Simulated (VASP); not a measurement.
Input:

```
CELL_PARAMETERS angstrom
      0.00000     3.26609     3.26609
      3.26609     0.00000     3.26609
      3.26609     3.26609     0.00000
ATOMIC_POSITIONS crystal
  Sn 0.00000 0.00000 0.00000
  Sn 0.25000 0.25000 0.25000
```

Level of theory: r2SCAN+rVV10, VASP's PBE PAW potentials (set 64) (plane waves; VASP). Settings: 400 eV cut-off, 11×11×11 Γ-centred mesh, tetrahedra with Blöchl corrections, potentials Sn_d.

Unless said otherwise, spin-orbit coupling is left out, though it shifts the bands of the heavy elements here.

Task: Predict the energy per atom (σ→0), band gap (over mesh and band path) with the smallest direct gap where there is one.

Result: 
```
Item                                                                  Result
----------------------------------  ----------------------------------------
band gap (over mesh and band path)  none (metal, semimetal or under 0.01 eV)
energy per atom (σ→0)                                        -24.340 eV/atom
```

Total energies compare only between runs with the same potentials, cut-off and functional.

The structure comes from a measured Sn entry (Fd-3m) of the Crystallography Open Database, whose conditions weren't checked. It was relaxed first.
